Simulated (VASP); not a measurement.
Computed with PBEsol GGA, VASP's PBE PAW potentials (set 64) (plane waves; VASP).

VASP ran on this input.

POSCAR:
```
SnO
1
    2.9963138979     0.0000000004    -0.0000000000
   -1.4981569485     2.5948843229     0.0000000000
    0.0000000000     0.0000000000     7.0500960723
Sn O
2 2
Direct
  0.3333330000   0.6666670000   0.0343292465
  0.6666670000   0.3333330000   0.5343292465
  0.3333330000   0.6666670000   0.3406707535
  0.6666670000   0.3333330000   0.8406707535
```

File KPOINTS:
```
Automatic mesh
0
Gamma
12 12 5
0 0 0
```

**INCAR**
```
ALGO=Normal
EDIFF=1E-6
EDIFFG=-0.02
ENCUT=620
GGA=PS
IBRION=2
ISIF=3
ISMEAR=1
LASPH=.True.
LCHARG=.False.
LMAXMIX=4
LREAL=.False.
LWAVE=.False.
NELM=100
NSW=40
PREC=Accurate
PSTRESS=200
SIGMA=0.1
SYSTEM=SnO
```

POTCAR, in this order: Sn_d O (PBE.64 set). Program: vasp_std.

Output of the run:

File OSZICAR:
```
       N       E                     dE             d eps       ncg     rms          rms(c)
DAV:   1     0.445449668772E+03    0.44545E+03   -0.23511E+04  2768   0.311E+03
DAV:   2     0.345542277514E+02   -0.41090E+03   -0.40362E+03  2904   0.650E+02
DAV:   3    -0.226520080877E+02   -0.57206E+02   -0.56864E+02  3312   0.208E+02
DAV:   4    -0.247841989523E+02   -0.21322E+01   -0.21296E+01  3152   0.435E+01
DAV:   5    -0.248383943005E+02   -0.54195E-01   -0.54190E-01  3432   0.711E+00    0.107E+01
DAV:   6    -0.220172102127E+02    0.28212E+01   -0.18955E+01  4560   0.532E+01    0.521E+00
DAV:   7    -0.219615719288E+02    0.55638E-01   -0.16473E+00  2960   0.959E+00    0.231E+00
DAV:   8    -0.219445193364E+02    0.17053E-01   -0.31708E-01  3320   0.381E+00    0.747E-01
DAV:   9    -0.219335120978E+02    0.11007E-01   -0.54959E-02  4160   0.287E+00    0.152E-01
DAV:  10    -0.219340583582E+02   -0.54626E-03   -0.76874E-03  3872   0.922E-01    0.106E-01
DAV:  11    -0.219339096630E+02    0.14870E-03   -0.11571E-03  4264   0.342E-01    0.234E-02
DAV:  12    -0.219339204010E+02   -0.10738E-04   -0.13669E-04  3048   0.793E-02    0.213E-02
DAV:  13    -0.219339149198E+02    0.54812E-05   -0.12908E-05  3248   0.307E-02    0.656E-03
DAV:  14    -0.219339143946E+02    0.52515E-06   -0.22780E-06  1992   0.146E-02
   1 F= -.15091336E+02 E0= -.15091472E+02  d E =-.150913E+02
```

OUTCAR:
```
------------------------ aborting loop because EDIFF is reached ----------------------------------------
  FORCE on cell =-STRESS in cart. coord.  units (eV):
  Direction    XX          YY          ZZ          XY          YZ          ZX
  --------------------------------------------------------------------------------------
  Total        6.8290082      6.8290101      6.8223239      0.0000000      0.0000000     -0.0000000
  in kB      199.6033699    199.6034268    199.4079962      0.0000001      0.0000000     -0.0000000
  external PRESSURE =      -0.4617357 kB  Pullay stress =     200.0000000 kB
  volume of cell :       54.82
      direct lattice vectors                 reciprocal lattice vectors
     2.996313898  0.000000000  0.000000000     0.333743404  0.192686817  0.000000000
    -1.498156948  2.594884323  0.000000000    -0.000000000  0.385373633  0.000000000
     0.000000000  0.000000000  7.050096072     0.000000000  0.000000000  0.141842039
 POSITION                                       TOTAL-FORCE (eV/Angst)
 -----------------------------------------------------------------------------------
     -0.00000      1.72992      0.24202         0.000000     -0.000000     -0.018207
      1.49816      0.86496      3.76707        -0.000000      0.000000     -0.018207
     -0.00000      1.72992      2.40176         0.000000     -0.000000      0.018207
      1.49816      0.86496      5.92681        -0.000000      0.000000      0.018207
 -----------------------------------------------------------------------------------
    total drift:                               -0.002138      0.001234     -0.000286
  FREE ENERGIE OF THE ION-ELECTRON SYSTEM (eV)
  ---------------------------------------------------
  free  energy   TOTEN  =       -21.9339143946 eV

  energy  without entropy=      -21.9343220996  energy(sigma->0) =      -21.93405030
  enthalpy is  TOTEN    =       -15.0913363519 eV   P V=        6.8425780427

 reached required accuracy - stopping structural energy minimisation
```
(Selected blocks of OUTCAR.)

The structure was generated: SnO was put into the wurtzite type (P6_3mc), which need not be its known phase. It was relaxed first under an external pressure of 20 GPa.
